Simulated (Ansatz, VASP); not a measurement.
# B2Ru in two plane-wave programs

One calculation is typed for both programs; each brings its own data sets. How far apart do they land? The cell is taken from a series of runs on this material, whose earlier steps may have relaxed, scaled, displaced or heated it; both programs get it as it stands.

Program: Ansatz 0.2.0. Level of theory: plane waves, with VASP 6.6.1 beside it; relaxation of cell and atoms at PBEsol. Results are calculated unless marked as measured.

### Step 1. Set-up

Symmetry: Pmmn, No. 59, orthorhombic system. The conventional cell has a = 2.855 Å, b = 4.619 Å, c = 4.023 Å, α = 90.00°, β = 90.00°, γ = 90.00°. Nearest to B lie 3 B at 1.82 to 1.87 Å and 4 Ru at 2.16 to 2.26 Å. Ru has 8 B at 2.16 to 2.26 Å nearest. Farther neighbours are not listed.

### Step 2. Ansatz: relaxation of cell and atoms, PBEsol

Ansatz runs on its PAW soft_1 files.

The relaxed volume is the usual yardstick between codes: in a stiff, nearly cubic crystal its relative difference is about their pressure difference at one cell divided by the bulk modulus.

input.yaml

```yaml
crystal:
  lattice:
    - [2.8552459634, 0.0, 0.0]
    - [0.0, 4.6188912895, 0.0]
    - [0.0, 0.0, 4.0225533982]
  atoms:
    - { symbol: B, position: [0.0, 0.8031557746, 0.3627634386] }
    - { symbol: B, position: [0.0, 0.1968442254, 0.3627634386] }
    - { symbol: B, position: [0.5, 0.3031557746, 0.6372365614] }
    - { symbol: B, position: [0.5, 0.6968442254, 0.6372365614] }
    - { symbol: Ru, position: [0.0, 0.0, 0.8491075675] }
    - { symbol: Ru, position: [0.5, 0.5, 0.1508924325] }
kpoints:
  mp_grid: { grid: [10, 6, 8] }
hamiltonian:
  xc: pbesol
  pseudopotentials: { kind: paw, azcp: { folder: soft_1 }, xc_functional: pbe }
scf:
  occupations: { method: methfessel_paxton, width: 0.2 }
output:
  forces: true
  stress: true
  eigenvalues: true
relax:
  adjacent_minimum: "off"
  f_tol: 0.001
  max_steps: 60
  cell: { stress_tol: 0.01 }
```

Run with:

```sh
ansatz run input.yaml --threads 8 --pin off --max-ram 20480MiB --backend cpu --events-out ev --progress --plain --runs-dir out
```

Numbers of over 12 decimals in the logs are rounded to 6 here.

Log:

```text
Engine: ansatz 0.2.0, aarch64-unknown-linux-gnu
Pseudopotentials: kind: paw
Pseudopotential: B, paw, valence charge 3, recommended cutoff 420 eV (normal), soft_1/B.paw.azcp
Pseudopotential: Ru, paw, valence charge 16, recommended cutoff 420 eV (normal), soft_1/Ru.paw.azcp
Functional definition: PBEsol
  exchange = pbesol_x
  correlation = pbesol_c
Crystal: 6 atoms, lattice volume = 53.050 Å³
Basis set: ecut = 420 eV, 1043 PW (Γ), exchange–correlation on 40×64×54 points (8 copies of the dense FFT grid, shifted against one another)
Bands: 28, of which v1, the nominal top of the filled ones, is band 22 counted from 1 (21 counted from 0)
Symmetry: 8 space group operations
Space group: Pmmn (ITA 59), of the structure as read, at distance tolerance 3.8e-5 Å
k-points: 120 of 480
Non-local potential: B, projectors of the file, l = 0: 2, l = 1: 2, l = 2: 1
Non-local potential: Ru, projectors of the file, l = 0: 3, l = 1: 2, l = 2: 2, l = 3: 1
PAW form: soft (Blöchl's): semilocal exchange-correlation on the pseudo side does not see the compensation charge
PAW frozen core: B, regenerated for the run's functional, and the local potential with it (the file was generated under x = pbe(κ = 0.804, μ = 0.219515), c = pbe(β = 0.066725))
PAW frozen core: Ru, regenerated for the run's functional, and the local potential with it (the file was generated under x = pbe(κ = 0.804, μ = 0.219515), c = pbe(β = 0.066725))
PAW one-centre angular grid: B, 110 points (default); XC on 64 Gauss nodes
PAW one-centre angular grid: Ru, 590 points (default); XC on 64 Gauss nodes
Initial density: superposition of atomic densities (chi_scale 0.1, normalization cell, long waves kept (reshape's long-wave potential 0.00 eV rms))
Initial wavefunctions: pseudopotential atomic-orbital guess
Functional: x = pbesol(κ = 0.804, μ = 0.123457), c = pbesol(β = 0.046)
SCF iter   1: F=—  HF=-12252.542077 eV  |F-HF|=—  |Δ(HF+E_count)|=         —  Δρ=2.01e-1  dr2=3.53e1  ethr=3.10e-3  ⟨swp⟩=5.1  Hψ=13498  notcnv=0
preconditioner: auto → Kerker (q_TF=auto, 2.645 Å⁻¹)  [metal: Δε(μ)=0.018 eV  Ē_g=9.084 eV  σ=0.200 eV  W_gap=0.08  n_scr=14 (ndim 8)  ℏωp=27.0 eV  f_vac=0.000  D(μ)=2.62/eV (n_scr^D=20)]
SCF iter   2: F=—  HF=-12247.243425 eV  |F-HF|=—  |Δ(HF+E_count)|=    5.30e0  S|Δr|=    0.00e0  Δρ=9.52e-2  dr2=8.43e0  ethr=3.10e-3  ⟨swp⟩=2.5  Hψ=7472  notcnv=0  defer=103
SCF iter   3: F=—  HF=-12245.708758 eV  |F-HF|=—  |Δ(HF+E_count)|=    1.53e0  S|Δr|=    0.00e0  Δρ=1.41e-2  dr2=8.87e-2  ethr=3.10e-3  ⟨swp⟩=2.5  Hψ=6333  notcnv=0  defer=106
SCF iter   4: F=—  HF=-12245.690347 eV  |F-HF|=—  |Δ(HF+E_count)|=   1.84e-2  S|Δr|=    0.00e0  Δρ=5.06e-3  dr2=2.40e-2  ethr=2.02e-4  ⟨swp⟩=2.1  Hψ=6624  notcnv=0  defer=87
SCF iter   5: F=—  HF=-12245.686294 eV  |F-HF|=—  |Δ(HF+E_count)|=   4.05e-3  S|Δr|=    0.00e0  Δρ=1.23e-3  dr2=9.67e-4  ethr=5.47e-5  ⟨swp⟩=2.1  Hψ=4477  notcnv=0  defer=87
SCF iter   6: F=—  HF=-12245.686111 eV  |F-HF|=—  |Δ(HF+E_count)|=   1.84e-4  S|Δr|=    0.00e0  Δρ=2.12e-4  dr2=2.95e-5  ethr=2.20e-6  ⟨swp⟩=2.1  Hψ=4458  notcnv=0  defer=87
SCF iter   7: F=—  HF=-12245.686122 eV  |F-HF|=—  |Δ(HF+E_count)|=   1.17e-5  S|Δr|=    0.00e0  Δρ=4.03e-5  dr2=1.24e-6  ethr=6.70e-8  ⟨swp⟩=2.2  Hψ=4748  notcnv=0  defer=87
SCF iter   8: F=-12245.686122 eV  HF=-12245.686122 eV  |F-HF|=1.02e-8  |Δ(HF+E_count)|=   1.45e-7  S|Δr|=    0.00e0  Δρ=6.84e-6  dr2=2.39e-8  ethr=2.27e-10  ⟨swp⟩=9.1  Hψ=16022  notcnv=0
SCF 1 converged in 8 iterations: F = -12245.686122 eV  dr2 = 2.39e-8
  greatest PAW one-centre occupation: 1.000 electrons in one spin orbital (limit 2), on the Ru atom at site 5 (counted from 0), in its partial waves of l = 0
relax step   1: F+E_penalty+E_count = -12245.68612228 eV  Δ(F+E_penalty+E_count) = +0.000e0 eV  max|allowed force component| = 4.436e-2 eV/Å  Δτ_max = 0.0000 Å  P = +0.009 GPa  Ω = 53.050 Å³  (8 SCF iters, dr2 threshold 1.00e-7 eV, accepted)
[...]
relax step   6: F+E_penalty+E_count = -12245.68670960 eV  Δ(F+E_penalty+E_count) = -2.453e-5 eV  max|allowed force component| = 3.334e-4 eV/Å  Δτ_max = 0.0000 Å  P = -0.000 GPa  Ω = 53.052 Å³  stress off target by 1.03e-2 GPa  SCF on the basis re-selected at this cell (its energy is not comparable with the rows above)  (5 SCF iters)
[...]
relax step   7: F+E_penalty+E_count = -12245.68670897 eV  Δ(F+E_penalty+E_count) = +6.288e-7 eV  max|allowed force component| = 6.913e-5 eV/Å  Δτ_max = 0.0000 Å  P = -0.001 GPa  Ω = 53.053 Å³  energy of the carried Pulay correction = -6.811e-7 eV  (3 SCF iters, dr2 threshold 2.64e-10 eV, accepted)
[...]
relax step   8: F+E_penalty+E_count = -12245.68670906 eV  Δ(F+E_penalty+E_count) = -8.239e-8 eV  max|allowed force component| = 6.966e-5 eV/Å  Δτ_max = 0.0000 Å  P = -0.001 GPa  Ω = 53.053 Å³  stress off target by 2.59e-3 GPa  SCF on the basis re-selected at this cell (its energy is not comparable with the rows above)  (4 SCF iters)
basis re-selected at this cell: Δ(F+E_penalty+E_count) = -8.239e-8 eV, ΔP = +0.000 GPa vs the last step (what re-selecting the basis moved, of the pressure what is left beyond the Pulay correction that the steps carried, after the strain that the cell walked since its last selection, with what the two solves' SCF thresholds leave and, on support functions, any second-order correction that the steps lacked; it is no m [...]
SCF converged after 4 iterations
Stability not checked: this state was not tested for a lower state beside it, because cold or Methfessel-Paxton smearing, or corrected tetrahedra, fill the levels in a way that the test cannot read (fill_not_monotonic; see scf.lower_state_search)
Free energy (F): -12245.686709 eV
Harris-Foulkes:  -12245.686709 eV  (|F-HF|=3.64e-12)
Internal energy: -12245.688127 eV  (E = F + TS)
E sigma→0 (E₀):  -12245.687064 eV
Entropy (-TS):   0.001418 eV (0.236 meV/atom)
Fermi energy:    17.819233 eV
--- Per-component energies (eV) ---
  E_band       = -187.799774
  E_kinetic    = 1122.320092
  E_local      = -3394.260892  (includes V_loc(G=0)·N_el)
  E_nonlocal   = 859.298142
  E_hartree    = 1198.328093
  E_xc         = -471.587180
  E_vxc        = -587.025320  (∫ρ·V_xc dr)
  E_paw        = -7180.670399  (= ΣΔE_a)
  E_vpaw       = -584.789166  (= ΣTr[D̂ρ^β])
  E_aug_tail   = 0.001178  (compensation charges beyond the density's cutoff)
  E_ewald      = -4379.682599
  E_core_change = 0.565437  (= ΣΔE_core)
  E_smearing   = 0.001418  (= −TS)
  E_closure    = -0.000000  (closes the sum)
  Σ components = -12245.686709   (vs F -12245.686709, Δ=0.00e0)
--- Forces (eV/Å), atoms counted from 1 ---
  atom   1  B      0.00000000    -0.00006966     0.00005232
  atom   2  B     -0.00000000     0.00006966     0.00005232
  atom   3  B      0.00000000    -0.00006966    -0.00005232
  atom   4  B     -0.00000000     0.00006966    -0.00005232
  atom   5  Ru     0.00000000     0.00000000     0.00003191
  atom   6  Ru    -0.00000000    -0.00000000    -0.00003191
  max |Σ_I F_I| component: 0.00e0 eV/Å
--- Stress (GPa, compression-positive) ---
       -0.002590       0.000000       0.000000
        0.000000      -0.001057       0.000000
        0.000000       0.000000       0.001491
  P = ⅓ Tr σ = -0.0007 GPa (-0.007 kbar)
--- Band table (eV; the first three rows and the last of 120) ---
  k-point 0: bands = [... 18 lower, 14.7233, 15.6004, 15.9800, 16.5977, 17.8182, 19.6366, 21.8699, 22.0222, ... 2 higher]
  k-point 1: bands = [... 18 lower, 14.5933, 15.7160, 16.0179, 16.4632, 18.1619, 19.4256, 21.8618, 21.8872, ... 2 higher]
  k-point 2: bands = [... 18 lower, 14.1633, 15.7528, 15.9937, 16.1006, 18.6072, 19.0437, 20.6411, 21.9598, ... 2 higher]
  k-point 119: bands = [... 18 lower, 14.5949, 14.5949, 15.2470, 15.2470, 18.7356, 18.7356, 18.8695, 18.8695, ... 2 higher]
--- Relaxed structure (6 steps of the walk, 6 accepted, 2 SCFs on fresh bases) ---
  F+E_penalty+E_count = -12245.68670906 eV   max|allowed force component| = 6.966e-5 eV/Å   (the final SCF, on the basis selected at the relaxed cell)
  cell:  # Å, volume = 53.0527 Å³
    - [2.850584, 0, 0]
    - [0, 4.624695, 0]
    - [0, 0, 4.024299]
  atoms:
    - { symbol: B, position: [0, 0.804008, 0.362465] }
    - { symbol: B, position: [0, 0.195992, 0.362465] }
    - { symbol: B, position: [0.5, 0.304008, 0.637535] }
    - { symbol: B, position: [0.5, 0.695992, 0.637535] }
    - { symbol: Ru, position: [0, 0, 0.848499] }
    - { symbol: Ru, position: [0.5, 0.5, 0.151501] }
```

### Step 3. VASP: relaxation of cell and atoms, PBEsol

The same cell, functional, mesh and smearing now go to VASP, with its own data sets.

Lines of VASP's logs that name or quote its potential files are left out, and so is its time.

INCAR

```
SYSTEM = B2Ru
PREC = Accurate
ENCUT = 500
EDIFF = 1E-07
NELM = 120
ISMEAR = 1
SIGMA = 0.2
LREAL = .FALSE.
ALGO = Normal
GGA = PS
NBANDS = 26
LASPH = .TRUE.
LORBIT = 11
LWAVE = .FALSE.
LCHARG = .FALSE.
ISIF = 3
IBRION = 2
NSW = 80
EDIFFG = -0.005
GGA_COMPAT = .FALSE.
NELMIN = 4
KPAR = 2
```

POSCAR

```
B2Ru
1.0
    2.8552460000      0.0000000000      0.0000000000
    0.0000000000      4.6188910000      0.0000000000
    0.0000000000      0.0000000000      4.0225530000
B Ru
4 2
Direct
    0.0000000000      0.8031557792      0.3627633993
    0.0000000000      0.1968442208      0.3627633993
    0.5000000000      0.3031558874      0.6372366007
    0.5000000000      0.6968443291      0.6372366007
    0.0000000000      0.0000000000      0.8491077681
    0.5000000000      0.5000001083      0.1508924805
```

KPOINTS

```
Automatic mesh
0
Gamma
10 6 8
0 0 0
```

PAW data sets: B and Ru_pv (PBE family, release 64).

Run with:

```sh
mpirun -np 2 vasp_std
```

Log:

```text
[banner, memory and clock lines left out]
running    2 mpi-ranks, on    1 nodes
 distrk:  each k-point on    1 cores,    2 groups
 distr:  one band on    1 cores,    1 groups

 POSCAR found type information on POSCAR B Ru
 POSCAR found :  2 types and       6 ions
|                                                                             |
|               ----> ADVICE to this user running VASP <----                  |
|                                                                             |
|     You enforced a specific xc type in the INCAR file but a different       |
|     [... a line on the potential file left out ...]
|     I HOPE YOU KNOW WHAT YOU ARE DOING!                                     |
|                                                                             |

 LDA part: xc-table for (Slater+PW92), standard interpolation
 POSCAR, INCAR and KPOINTS ok, starting setup
 FFT: planning ... GRIDC
 FFT: planning ... GRID_SOFT
 FFT: planning ... GRID
 WAVECAR not read
 entering main loop
       N       E                     dE             d eps       ncg     rms          rms(c)
DAV:   1     0.332784950063E+03    0.33278E+03   -0.21871E+04  6256   0.153E+03
DAV:   2    -0.413619384780E+02   -0.37415E+03   -0.36663E+03  6546   0.439E+02
DAV:   3    -0.565851754789E+02   -0.15223E+02   -0.15009E+02  7652   0.824E+01
DAV:   4    -0.567793026543E+02   -0.19413E+00   -0.19370E+00  7374   0.896E+00
DAV:   5    -0.567820806867E+02   -0.27780E-02   -0.27772E-02  7790   0.107E+00    0.386E+01
DAV:   6    -0.521443234184E+02    0.46378E+01   -0.50523E+01  6858   0.541E+01    0.914E+00
DAV:   7    -0.505231233587E+02    0.16212E+01   -0.13697E+01  6718   0.287E+01    0.729E+00
DAV:   8    -0.504198378466E+02    0.10329E+00   -0.44593E-01  7086   0.499E+00    0.190E+00
DAV:   9    -0.504145418940E+02    0.52960E-02   -0.31337E-02  7224   0.112E+00    0.232E-01
DAV:  10    -0.504139652641E+02    0.57663E-03   -0.38737E-03  7106   0.484E-01    0.840E-02
DAV:  11    -0.504139483059E+02    0.16958E-04   -0.27196E-04  6946   0.128E-01    0.202E-02
DAV:  12    -0.504139486336E+02   -0.32768E-06   -0.13207E-05  7840   0.266E-02    0.122E-02
DAV:  13    -0.504139473108E+02    0.13228E-05   -0.43676E-06  7092   0.163E-02    0.110E-03
DAV:  14    -0.504139473481E+02   -0.37307E-07   -0.24292E-07  5220   0.367E-03
   1 F= -.50413947E+02 E0= -.50414322E+02  d E =-.504139E+02
[...]
2 F= -.50414324E+02 E0= -.50414761E+02  d E =-.377005E-03
[...]
3 F= -.50414336E+02 E0= -.50414788E+02  d E =-.388751E-03
[...]
4 F= -.50414455E+02 E0= -.50414958E+02  d E =-.119367E-03
[...]
5 F= -.50414477E+02 E0= -.50414964E+02  d E =-.141192E-03
[...]
6 F= -.50414497E+02 E0= -.50414984E+02  d E =-.198214E-04
 trial-energy change:   -0.000020  1 .order   -0.000020   -0.000063    0.000023
 step:   0.6085(harm=  0.6085)  dis= 0.00030  next Energy=   -50.414501 (dE=-0.232E-04)
 bond charge predicted
       N       E                     dE             d eps       ncg     rms          rms(c)
DAV:   1    -0.504145104281E+02   -0.13299E-04   -0.56952E-04  6320   0.217E-01    0.183E-02
DAV:   2    -0.504145027082E+02    0.77199E-05   -0.26498E-05  6686   0.455E-02    0.924E-03
DAV:   3    -0.504145004769E+02    0.22313E-05   -0.77777E-06  7486   0.199E-02    0.557E-03
DAV:   4    -0.504145003031E+02    0.17377E-06   -0.83709E-07  7260   0.665E-03    0.252E-03
DAV:   5    -0.504145002754E+02    0.27755E-07   -0.37788E-08  3150   0.145E-03
   7 F= -.50414500E+02 E0= -.50414987E+02  d E =-.229845E-04
 curvature:  -0.40 expect dE=-0.464E-06 dE for cont linesearch -0.144E-08
 trial: gam= 0.01344 g(F)=  0.482E-06 g(S)=  0.690E-06 ort =-0.602E-06 (trialstep = 0.786E+00)
 search vector abs. value=  0.117E-05
 reached required accuracy - stopping structural energy minimisation
```

[end of part 1 of 2]

[Lines on the potential files, build, host, timing and source positions are cut from VASP's logs without a mark.]

[Logs are printed without paths, hosts, clocks, repeated set-up lines and the standing remarks that a program may print on its own settings, such as how far it seeks lower states.]

[Hosts, paths, dates, database ids (printed as entryN), source tags and the programs' standing remarks are cut or masked in the printed files.]
